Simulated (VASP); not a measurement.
Calculation: PBEsol GGA, VASP's PBE PAW potentials (set 64) (plane waves; VASP 6.6.1).

A VASP calculation is set up with these files.

File POSCAR:
```
TiO2
7.0551140
  0.4182305970  -0.0000088364   0.0000031635
  0.0000151520   0.6680882336  -0.0008710477
  0.2090430807   0.0330793845   1.0000000531
Ti O
3 6
Cartesian
  0.4198791414   0.3694200836   0.6835687506
  0.2105623889   0.3323060363   0.3169869277
  0.0015761814   0.0002525062   0.0007027419
  0.4199029326   0.5738293896   0.8715987017
  0.2107797979   0.4878063574   0.5488814689
  0.4199272969   0.4690432780   0.1949069237
  0.2107854965   0.2326605142   0.8056146907
  0.4198849426   0.2138933934   0.4516296661
  0.2108503045   0.1279031794   0.1289359468
```

File KPOINTS:
```
Automatic mesh
0
G
 9 5 4
```

**INCAR**
```
ALGO  =  Normal
LEFG  =  .TRUE.
NEDOS  =  601
PREC  =  Accurate
GGA  =  PS
EDIFF  =  1E-7   # SCF stop (eV)
NELM  =  100
ISIF  =  2
ENCUT  =  520   # plane-wave cut-off (eV)
LREAL  =  .FALSE.   # projection in real space or not
LASPH  =  .TRUE.
ISMEAR  =  -5
LORBIT  =  11
SYSTEM  =  TiO2
LCHARG  =  .TRUE.
LMAXMIX  =  4   # l cut-off of mixed one-centre charges
LWAVE  =  .FALSE.
```

POTCAR, in this order: Ti_sv O (PBE.64 set). Program: vasp_std.

The run wrote:

**OUTCAR**
```
 ion  position               nearest neighbor table
   1  0.662  0.519  0.684-   5 1.94   5 1.94   4 1.96   7 1.96   7 1.96   8 1.97
   2  0.345  0.482  0.317-   8 1.94   8 1.94   9 1.96   6 1.96   6 1.96   5 1.97
   3  0.003  0.000  0.001-   4 1.95   9 1.95   4 1.95   9 1.95   6 1.97   7 1.97
   4  0.568  0.816  0.872-   3 1.95   3 1.95   1 1.96
   5  0.229  0.703  0.549-   1 1.94   1 1.94   2 1.97
   6  0.906  0.692  0.196-   2 1.96   2 1.96   3 1.97
   7  0.101  0.308  0.806-   1 1.96   1 1.96   3 1.97
   8  0.778  0.298  0.452-   2 1.94   2 1.94   1 1.97
   9  0.440  0.185  0.129-   3 1.95   3 1.95   2 1.96
  LATTYP: Found a triclinic cell.
 ALAT       =     2.9506645407
 B/A-ratio  =     3.7790774140
 C/A-ratio  =     1.8846079263
 COS(alpha) =     0.0097566842
 COS(beta)  =     0.5306156516
 COS(gamma) =     0.6614951226
 Subroutine PRICEL returns:
 Original cell was already a primitive cell.
 Subroutine GETGRP returns: Found  1 space group operations
The static configuration has the point symmetry C_1 .
The dynamic configuration has the point symmetry C_1 .
 Subroutine INISYM returns: Found  1 space group operations
 Subroutine IBZKPT returns following result:
 Found     91 irreducible k-points:

 Following reciprocal coordinates:
            Coordinates               Weight
  0.000000  0.000000  0.000000      1.000000
  0.111111  0.000000 -0.000000      2.000000
  0.222222  0.000000  0.000000      2.000000
  0.333333  0.000000  0.000000      2.000000
  0.444444  0.000000  0.000000      2.000000
  0.000000  0.200000  0.000000      2.000000
  0.111111  0.200000  0.000000      2.000000
  0.222222  0.200000  0.000000      2.000000
  0.333333  0.200000  0.000000      2.000000
  0.444444  0.200000 -0.000000      2.000000
 -0.444444  0.200000  0.000000      2.000000
 -0.333333  0.200000 -0.000000      2.000000
...
```

OSZICAR:
```
       N       E                     dE             d eps       ncg     rms          rms(c)
DAV:   1     0.109077905919E+04    0.10908E+04   -0.36835E+04  7826   0.197E+03
DAV:   2     0.111619569890E+03   -0.97916E+03   -0.95194E+03  8049   0.596E+02
DAV:   3    -0.949634624823E+02   -0.20658E+03   -0.20310E+03 11231   0.235E+02
DAV:   4    -0.107476304968E+03   -0.12513E+02   -0.12496E+02 11028   0.635E+01
DAV:   5    -0.108118354825E+03   -0.64205E+00   -0.64191E+00 11881   0.116E+01    0.399E+01
DAV:   6    -0.848103746966E+02    0.23308E+02   -0.16792E+02 10438   0.101E+02    0.156E+01
DAV:   7    -0.841223419091E+02    0.68803E+00   -0.27291E+01 10135   0.328E+01    0.102E+01
DAV:   8    -0.841619125652E+02   -0.39571E-01   -0.69857E+00 10307   0.200E+01    0.513E+00
DAV:   9    -0.838860033658E+02    0.27591E+00   -0.27404E+00 11031   0.120E+01    0.144E+00
DAV:  10    -0.838976850234E+02   -0.11682E-01   -0.15499E-01  9746   0.279E+00    0.489E-01
DAV:  11    -0.838970957541E+02    0.58927E-03   -0.16463E-02 11617   0.120E+00    0.175E-01
DAV:  12    -0.838967439352E+02    0.35182E-03   -0.29149E-03 10369   0.345E-01    0.823E-02
DAV:  13    -0.838967741613E+02   -0.30226E-04   -0.41800E-04 12219   0.154E-01    0.775E-02
DAV:  14    -0.838967112542E+02    0.62907E-04   -0.26180E-04 11611   0.978E-02    0.219E-02
DAV:  15    -0.838967092851E+02    0.19691E-05   -0.26989E-05 12016   0.327E-02    0.763E-03
DAV:  16    -0.838967099928E+02   -0.70775E-06   -0.55961E-06 12318   0.165E-02    0.294E-03
DAV:  17    -0.838967102673E+02   -0.27450E-06   -0.93713E-07 11132   0.801E-03    0.113E-03
DAV:  18    -0.838967103097E+02   -0.42394E-07   -0.14199E-07  5465   0.391E-03
   1 F= -.83896710E+02 E0= -.83896710E+02  d E =0.000000E+00
```

File OUTCAR:
```
------------------------ aborting loop because EDIFF is reached ----------------------------------------
  FORCE on cell =-STRESS in cart. coord.  units (eV):
  Direction    XX          YY          ZZ          XY          YZ          ZX
  --------------------------------------------------------------------------------------
  Total       -0.0084637     -0.0235457     -0.0066780     -0.0012689     -0.0481216      0.0014184
  in kB       -0.1381941     -0.3844517     -0.1090372     -0.0207192     -0.7857252      0.0231593
  external PRESSURE =      -0.2105610 kB  Pullay stress =       0.0000000 kB
  volume of cell :       98.13
      direct lattice vectors                 reciprocal lattice vectors
     2.950664540 -0.000062342  0.000022319     0.338907240 -0.000100051 -0.070842900
     0.000106899  4.713438650 -0.006145341     0.000004535  0.212150182 -0.007018745
     1.474822766  0.233378829  7.055114375    -0.000001068  0.000184793  0.141735257
 POSITION                                       TOTAL-FORCE (eV/Angst)
 -----------------------------------------------------------------------------------
      2.96230      2.60630      4.82266         0.000581     -0.011509      0.010968
      1.48554      2.34446      2.23638         0.003331      0.006838     -0.013602
      0.01112      0.00178      0.00496         0.000383      0.003714      0.003052
      2.96246      4.04843      6.14923        -0.000756     -0.002603     -0.003361
      1.48708      3.44153      3.87242        -0.000633     -0.014928      0.010640
      2.96263      3.30915      1.37509        -0.000626      0.001701     -0.000995
      1.48712      1.64145      5.68370        -0.000738      0.000023     -0.000082
      2.96234      1.50904      3.18630         0.000072      0.017097     -0.007248
      1.48757      0.90237      0.90966        -0.001613     -0.000333      0.000628
 -----------------------------------------------------------------------------------
    total drift:                                0.000470     -0.000529     -0.000128
  FREE ENERGIE OF THE ION-ELECTRON SYSTEM (eV)
  ---------------------------------------------------
  free  energy   TOTEN  =       -83.8967103097 eV

  energy  without entropy=      -83.8967103097  energy(sigma->0) =      -83.89671031

 total charge

# of ion       s       p       d       tot
------------------------------------------
    1        2.226   6.310   1.772  10.308
    2        2.226   6.310   1.772  10.308
    3        2.227   6.309   1.730  10.266
    4        1.568   3.486   0.000   5.054
    5        1.576   3.459   0.000   5.035
    6        1.566   3.480   0.000   5.046
    7        1.566   3.480   0.000   5.046
    8        1.576   3.459   0.000   5.035
    9        1.568   3.486   0.000   5.054
--------------------------------------------------
tot         16.097  39.779   5.275  61.150

 Electric field gradients after diagonalization (V/A^2)
 (convention: |V_zz| > |V_xx| > |V_yy|)
----------------------------------------------------------------------
 ion       V_xx      V_yy      V_zz     asymmetry (V_yy - V_xx)/ V_zz
----------------------------------------------------------------------
   1      17.364     3.007   -20.371       0.705
   2      17.375     2.971   -20.346       0.708
   3      11.993     1.430   -13.424       0.787
   4      20.075     2.567   -22.642       0.773
   5      -3.779    -0.965     4.744       0.593
   6     -11.236    -1.125    12.361       0.818
   7     -11.233    -1.137    12.369       0.816
   8      -3.806    -0.937     4.743       0.605
   9      20.066     2.580   -22.646       0.772
```
(Selected blocks of OUTCAR.)

File OUTCAR:
```
 val. band max:        3.8492824000   @ k =  -0.0000   0.0000   0.2500

 cond. band min:       6.0935591653   @ k =   0.0000   0.0000   0.0000


 Fermi energy:         3.8760526060

 k-point     1 :       0.0000    0.0000    0.0000
  band No.  band energies     occupation
      1     -52.5692      2.00000
      2     -52.4433      2.00000
      3     -52.4053      2.00000
      4     -28.9990      2.00000
      5     -28.9727      2.00000
      6     -28.9032      2.00000
      7     -28.7814      2.00000
      8     -28.7785      2.00000
      9     -28.7412      2.00000
     10     -28.6639      2.00000
     11     -28.6461      2.00000
     12     -28.5873      2.00000
     13     -14.0062      2.00000
     14     -13.0132      2.00000
     15     -12.9339      2.00000
     16     -12.3949      2.00000
     17     -12.3774      2.00000
     18     -12.0549      2.00000
     19      -1.2024      2.00000
     20      -0.9894      2.00000
     21      -0.6773      2.00000
     22      -0.5408      2.00000
     23       0.1025      2.00000
     24       0.2614      2.00000
     25       0.5470      2.00000
     26       0.5883      2.00000
     27       0.6220      2.00000
     28       1.2012      2.00000
     29       1.7380      2.00000
     30       2.2027      2.00000
     31       2.2634      2.00000
     32       2.9074      2.00000
     33       3.4109      2.00000
     34       3.4789      2.00000
     35       3.5621      2.00000
     36       3.7896      2.00000
     37       6.0936      0.00000
     38       6.5166      0.00000
     39       6.6302      0.00000
     40       6.7546      0.00000
     41       6.9920      0.00000
     42       7.0454      0.00000
     43       7.2719      0.00000

 k-point     2 :       0.1111    0.0000   -0.0000
  band No.  band energies     occupation
      1     -52.5642      2.00000
      2     -52.4372      2.00000
      3     -52.4014      2.00000
      4     -28.9893      2.00000
      5     -28.9580      2.00000
...
```

The structure comes from a computed database's TiO2 entry; how it stands against other phases isn't given here. It was relaxed first.
